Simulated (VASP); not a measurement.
OSZICAR of a VASP run on Ir (fcc):

**OSZICAR**
```
       N       E                     dE             d eps       ncg     rms          rms(c)
DAV:   1     0.420252903161E+02    0.42025E+02   -0.43910E+03  2336   0.992E+02
DAV:   2    -0.102833092534E+02   -0.52309E+02   -0.51008E+02  2328   0.208E+02
DAV:   3    -0.109175307434E+02   -0.63422E+00   -0.63364E+00  3232   0.309E+01
DAV:   4    -0.109225825589E+02   -0.50518E-02   -0.50511E-02  3096   0.210E+00
DAV:   5    -0.109226223429E+02   -0.39784E-04   -0.39785E-04  3344   0.115E-01    0.164E+01
DAV:   6    -0.104153825899E+02    0.50724E+00   -0.10637E+00  2736   0.145E+01    0.661E+00
DAV:   7    -0.103231239222E+02    0.92259E-01   -0.29788E-01  3096   0.705E+00    0.158E+00
DAV:   8    -0.103164623399E+02    0.66616E-02   -0.22089E-03  2544   0.769E-01    0.493E-01
DAV:   9    -0.103155092417E+02    0.95310E-03   -0.78483E-04  3088   0.497E-01    0.359E-02
DAV:  10    -0.103155063652E+02    0.28765E-05   -0.68646E-06  3200   0.339E-02    0.627E-03
DAV:  11    -0.103155064017E+02   -0.36537E-07   -0.17519E-07  1840   0.310E-03
   1 F= -.10315506E+02 E0= -.10315421E+02  d E =-.103155E+02
       N       E                     dE             d eps       ncg     rms          rms(c)
DAV:   1    -0.103158967270E+02   -0.39036E-03   -0.19841E-02  2480   0.242E+00    0.229E-01
DAV:   2    -0.103154510283E+02    0.44570E-03   -0.11511E-03  2640   0.485E-01    0.786E-02
DAV:   3    -0.103154005203E+02    0.50508E-04   -0.22714E-04  2848   0.199E-01    0.226E-02
DAV:   4    -0.103154004360E+02    0.84305E-07   -0.47625E-06  3016   0.224E-02
   2 F= -.10315400E+02 E0= -.10315316E+02  d E =0.105966E-03
       N       E                     dE             d eps       ncg     rms          rms(c)
DAV:   1    -0.103158300791E+02   -0.42956E-03   -0.12653E-02  2480   0.193E+00    0.185E-01
DAV:   2    -0.103155464020E+02    0.28368E-03   -0.72701E-04  2616   0.386E-01    0.618E-02
DAV:   3    -0.103155137360E+02    0.32666E-04   -0.14479E-04  2824   0.159E-01    0.175E-02
DAV:   4    -0.103155135760E+02    0.16000E-06   -0.30746E-06  2912   0.178E-02
   3 F= -.10315514E+02 E0= -.10315429E+02  d E =-.717423E-05
```

Problem. Which electronic solver shows in the log?

Solution. It is blocked Davidson (ALGO = Normal, or the opening steps of other solvers). The INCAR had ALGO = Normal.

Problem. Can the final energy be trusted as converged?

Solution. The calculation finished and met its thresholds. It stopped with EDIFF = 1E-6, NELM = 100, NSW = 40 and EDIFFG = -0.02 after 3 ionic steps (LDA (Ceperley-Alder, Perdew-Zunger), plane waves, VASP's LDA PAW potentials (set 64)).

The compound is Ir in the fcc structure. This run relaxes it. Symmetry was kept, so distortions that lower it aren't found.
